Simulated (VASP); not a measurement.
These are AM05 GGA, VASP's PBE PAW potentials (set 64) (plane waves; VASP) values and carry that method's errors.

A VASP calculation is set up with these files.

POSCAR:
```
Ho
1
    1.7426068682    -3.0182836856     0.0000000000
    1.7426068682     3.0182836856     0.0000000000
    0.0000000000     0.0000000000     5.3570704081
Ho
2
Direct
  0.3333330000   0.6666670000   0.2500000000
  0.6666670000   0.3333330000   0.7500000000
```

**INCAR**
```
! general
SYSTEM  = Ho
PREC    = Accurate
ENCUT   = 520
LREAL   = .False.
LASPH   = .True.

! electronic loop
EDIFF   = 1E-7
NELM    = 100
ALGO    = Normal
LMAXMIX = 6

! smearing
ISMEAR  = 1
SIGMA   = 0.1

! functional
GGA     = AM

! ions
IBRION  = 2
NSW     = 30
ISIF    = 4
EDIFFG  = -0.01

! output
LWAVE   = .False.
LCHARG  = .False.
```

**KPOINTS**
```
Automatic mesh
0
Gamma
12 12 7
0 0 0
```

POTCAR, in this order: Ho_3 (PBE.64 set). Program: vasp_std.

The 4f electrons are frozen in the core of the lanthanide potential, so 4f levels, which can set the real gap, and their magnetism are missing.

**Question.** Predict the energy per atom (σ→0), band gap (on the k-mesh).

**Answer.** 
```json
{
 "energy per atom (σ→0)": "-4.704 eV/atom",
 "band gap (on the k-mesh)": "none (metal, semimetal or under 0.01 eV)"
}
```

**OSZICAR**
```
...
       N       E                     dE             d eps       ncg     rms          rms(c)
DAV:   1    -0.940992004926E+01   -0.33300E-02   -0.14231E-01  2922   0.347E+00    0.249E-01
DAV:   2    -0.940800680045E+01    0.19132E-02   -0.39423E-03  3148   0.752E-01    0.158E-01
DAV:   3    -0.940715707046E+01    0.84973E-03   -0.10655E-03  3464   0.312E-01    0.890E-02
DAV:   4    -0.940715490561E+01    0.21648E-05   -0.14096E-04  3059   0.100E-01    0.361E-02
DAV:   5    -0.940715466271E+01    0.24291E-06   -0.67269E-06  3715   0.300E-02    0.489E-03
DAV:   6    -0.940715456879E+01    0.93913E-07   -0.18639E-07  2064   0.429E-03
   3 F= -.94071546E+01 E0= -.94070079E+01  d E =-.392416E-02
```

The compound is Ho in the hcp structure. This cell is one point of a volume scan, at 0.94 of the reference volume. Symmetry was kept, so distortions that lower it aren't found.
